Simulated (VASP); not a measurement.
Here is the system:

```
CELL_PARAMETERS angstrom
     11.06711     0.00000     0.00000
      0.00000    11.06711     0.00000
      0.00000     0.00000    11.06711
ATOMIC_POSITIONS crystal
  Ga 0.50000 0.00000 0.00000
  Ga 0.75000 0.25000 0.00000
  Ga 0.75000 0.00000 0.25000
  Ga 0.00000 0.00000 0.00000
  Ga 0.25000 0.25000 0.00000
  Ga 0.50000 0.50000 0.00000
  Ga 0.75000 0.75000 0.00000
  Ga 0.25000 0.00000 0.25000
  Ga 0.50000 0.25000 0.25000
  Ga 0.75000 0.50000 0.25000
  Ga 0.50000 0.00000 0.50000
  Ga 0.75000 0.25000 0.50000
  Ga 0.75000 0.00000 0.75000
  Ga 0.00000 0.50000 0.00000
  Ga 0.25000 0.75000 0.00000
  Ga 0.00000 0.25000 0.25000
  Ga 0.25000 0.50000 0.25000
  Ga 0.50000 0.75000 0.25000
  Ga 0.00000 0.00000 0.50000
  Ga 0.25000 0.25000 0.50000
  Ga 0.50000 0.50000 0.50000
  Ga 0.75000 0.75000 0.50000
  Ga 0.25000 0.00000 0.75000
  Ga 0.50000 0.25000 0.75000
  Ga 0.75000 0.50000 0.75000
  Ga 0.00000 0.75000 0.25000
  Ga 0.00000 0.50000 0.50000
  Ga 0.25000 0.75000 0.50000
  Ga 0.00000 0.25000 0.75000
  Ga 0.25000 0.50000 0.75000
  Ga 0.50000 0.75000 0.75000
  Ga 0.00000 0.75000 0.75000
  P  0.62500 0.12500 0.12500
  P  0.87500 0.37500 0.12500
  P  0.87500 0.12500 0.37500
  P  0.12500 0.12500 0.12500
  P  0.37500 0.37500 0.12500
  P  0.62500 0.62500 0.12500
  P  0.87500 0.87500 0.12500
  P  0.37500 0.12500 0.37500
  P  0.62500 0.37500 0.37500
  P  0.87500 0.62500 0.37500
  P  0.62500 0.12500 0.62500
  P  0.87500 0.37500 0.62500
  P  0.87500 0.12500 0.87500
  P  0.12500 0.62500 0.12500
  P  0.37500 0.87500 0.12500
  P  0.12500 0.37500 0.37500
  P  0.37500 0.62500 0.37500
  P  0.62500 0.87500 0.37500
  P  0.12500 0.12500 0.62500
  P  0.37500 0.37500 0.62500
  P  0.62500 0.62500 0.62500
  P  0.87500 0.87500 0.62500
  P  0.37500 0.12500 0.87500
  P  0.62500 0.37500 0.87500
  P  0.87500 0.62500 0.87500
  P  0.12500 0.87500 0.37500
  P  0.12500 0.62500 0.62500
  P  0.37500 0.87500 0.62500
  P  0.12500 0.37500 0.87500
  P  0.37500 0.62500 0.87500
  P  0.62500 0.87500 0.87500
  P  0.12500 0.87500 0.87500
```

Computed with PBE GGA, VASP's PBE PAW potentials (set 64) (plane waves; VASP 6.6.1). Run with PREC = Normal, LREAL = Auto, 400 eV cut-off, 1×1×1 Γ-centred mesh, Gaussian smearing of 0.050 eV, potentials Ga P.

The supercell is sampled at Γ alone, which is coarse: total energies, pressure and levels can be off, energies of defects by several tenths of an eV.

Question: What does the run give for the energy per atom (σ→0)?

Answer: 
```yaml
energy per atom (σ→0): -4.478 eV/atom
```

Total energies compare only between runs with the same potentials, cut-off and functional.

The cell is a supercell, built from GaP (zinc blende).
